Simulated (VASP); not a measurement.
A run of VASP 6.6.1:

File INCAR:

```
ALGO = Normal ; EDIFF = 1E-6
ENCUT = 520 ; GGA = PE
ISIF = 2 ; ISMEAR = -1
LASPH = True ; LCHARG = False
LREAL = False ; LWAVE = False
NBANDS = 59 ; NELM = 100
PREC = Accurate ; SIGMA = 0.1
```

The input KPOINTS:

```
k-points
0
Gamma
  5 5 3
```

POSCAR

```
TiIn2Au
1.0
    4.3909500000      0.0000000000      0.0000000000
    2.1954750000     -5.1849990000      0.0000000000
    0.0000000000      0.0000000000     -7.0681070000
In Au Ti
4 2 2
Direct
    0.3636400000      0.2727200000      0.9476300000
    0.6363600000      0.7272800000      0.4476300000
    0.6363600000      0.7272800000      0.0523700000
    0.3636400000      0.2727200000      0.5523700000
    0.7894600000      0.4210800000      0.7500000000
    0.2105400000      0.5789200000      0.2500000000
    0.0759300000      0.8481400000      0.7500000000
    0.9240700000      0.1518600000      0.2500000000
```

Potentials or basis: VASP PAW PBE potentials, release 64 (In_d, Au, Ti_sv).

Command:

```sh
$ cat potpaw_PBE.64/In_d/POTCAR potpaw_PBE.64/Au/POTCAR potpaw_PBE.64/Ti_sv/POTCAR > POTCAR
$ mpirun -np 1 vasp_std > vasp.out
```

Hardware: 1 thread of AMD EPYC 9R45 96-Core Processor (Zen 5), on a shared host.

Question: How long does it take, and how much memory?

Answer: It took 90 s on 1 thread of AMD EPYC 9R45 96-Core Processor (Zen 5) (shared host), peak memory 0.32 GiB. Counts: scf iterations 14, k points 18.
